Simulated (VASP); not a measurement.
Input for VASP

KPOINTS:
```
Automatic mesh
0
Gamma
9 9 9
0 0 0
```

### INCAR
```
! general
SYSTEM  = MgSe
PREC    = Accurate
ENCUT   = 500   ! plane-wave cut-off (eV)
LREAL   = .FALSE.   ! projection in real space or not
LASPH   = .TRUE.

! electronic loop
EDIFF   = 1E-6   ! SCF stop (eV)
NELM    = 100
ALGO    = Normal
LMAXMIX = 4   ! l cut-off of mixed one-centre charges

! smearing
ISMEAR  = 0   ! Gaussian
SIGMA   = 0.05

! ions
IBRION  = 2
NSW     = 40   ! most ionic steps
ISIF    = 3   ! ions, shape and volume
EDIFFG  = -0.02   ! ionic stop
PSTRESS = 200

! output
LWAVE   = .FALSE.
LCHARG  = .FALSE.
```

### POSCAR
```
MgSe
1
    0.0000000000     2.5930571468     2.5930571468
    2.5930571468     0.0000000000     2.5930571468
    2.5930571468     2.5930571468     0.0000000000
Mg Se
1 1
Direct
  0.0000000000   0.0000000000   0.0000000000
  0.5000000000   0.5000000000   0.5000000000
```

POTCAR, in this order: Mg Se (LDA.64 set). Program: vasp_std.

Q: Write an equivalent input for Ansatz.

A: One equivalent input (not run):
Ansatz 0.2 input:
```yaml
crystal:
  lattice:
    - [0.0000000, 2.5930571, 2.5930571]
    - [2.5930571, 0.0000000, 2.5930571]
    - [2.5930571, 2.5930571, 0.0000000]
  atoms:
    - { symbol: Mg, position: [0.0000000, 0.0000000, 0.0000000] }
    - { symbol: Se, position: [0.5000000, 0.5000000, 0.5000000] }
kpoints:
  mp_grid: { grid: [9, 9, 9] }
hamiltonian:
  xc: lda
  pseudopotentials: { kind: paw }
scf:
  occupations: { method: gaussian, width: 0.05 }
  max_iter: 100
relax:
  max_steps: 40
  f_tol: 0.02
  cell: { p_target: 20 }
output: { forces: true, stress: true, eigenvalues: true }
```
What does not carry over: each code has its own PAW files, so the cut-off isn't converted (ENCUT is set for VASP's; basis.ecutwfc is left out, and Ansatz then takes the one that its files recommend); Ansatz stops its SCF on the density residual and VASP on the energy change (EDIFF); Ansatz's lda is the Perdew-Wang form, while the LDA potentials of VASP carry Perdew-Zunger's.

The compound is MgSe in the rock salt structure. This run relaxes it under an external pressure of 20 GPa. Symmetry was kept, so distortions that lower it aren't found.
